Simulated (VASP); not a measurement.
An input for Ansatz (written as the equivalent of a VASP run, and not itself run):

Ansatz 0.2 input:
```yaml
crystal:
  lattice:
    - [4.1200000, 0.0000000, 0.0000000]
    - [0.0000000, 4.1200000, 0.0000000]
    - [0.0000000, 0.0000000, 4.1200000]
  atoms:
    - { symbol: Cs, position: [0.0000000, 0.0000000, 0.0000000] }
    - { symbol: Cl, position: [0.5000000, 0.5000000, 0.5000000] }
kpoints:
  mp_grid: { grid: [6, 6, 6] }
hamiltonian:
  xc: pbe
  dispersion: d4
  pseudopotentials: { kind: paw }
scf:
  occupations: { method: gaussian, width: 0.05 }
  max_iter: 100
relax:
  max_steps: 60
  f_tol: 0.01
  cell: {}
output: { forces: true, stress: true, eigenvalues: true }
```

### Question
Write the VASP files for the same calculation (PBE-D4).

### Answer
This is not unique; one that fits is 
**INCAR**
```
! general
SYSTEM  = CsCl
PREC    = Accurate
ENCUT   = 520
LREAL   = F   ! projection in real space or not
LASPH   = T

! electronic loop
EDIFF   = 1E-6   ! SCF stop (eV)
NELM    = 100
ALGO    = Normal
LMAXMIX = 4   ! l cut-off of mixed one-centre charges

! smearing
ISMEAR  = 0   ! Gaussian
SIGMA   = 0.05   ! width (eV)

! functional
GGA     = PE
IVDW    = 13   ! D4

! ions
IBRION  = 2   ! conjugate gradients
NSW     = 60   ! most ionic steps
ISIF    = 3   ! ions, shape and volume
EDIFFG  = -0.01   ! ionic stop

! output
LWAVE   = F
LCHARG  = F
```

### KPOINTS
```
Automatic mesh
0
Gamma
6 6 6
0 0 0
```

### POSCAR
```
CsCl
1
    4.1200000000     0.0000000000     0.0000000000
    0.0000000000     4.1200000000     0.0000000000
    0.0000000000     0.0000000000     4.1200000000
Cs Cl
1 1
Direct
  0.0000000000   0.0000000000   0.0000000000
  0.5000000000   0.5000000000   0.5000000000
```

POTCAR, in this order: Cs_sv Cl (PBE.64 set). Program: vasp_std.

What does not carry over: each code has its own PAW files, so the cut-off isn't converted (ENCUT is set for VASP's; basis.ecutwfc is left out, and Ansatz then takes the one that its files recommend); Ansatz stops its SCF on the density residual and VASP on the energy change (EDIFF).

The compound is CsCl in the CsCl type structure. This run relaxes it. Symmetry was kept, so distortions that lower it aren't found.
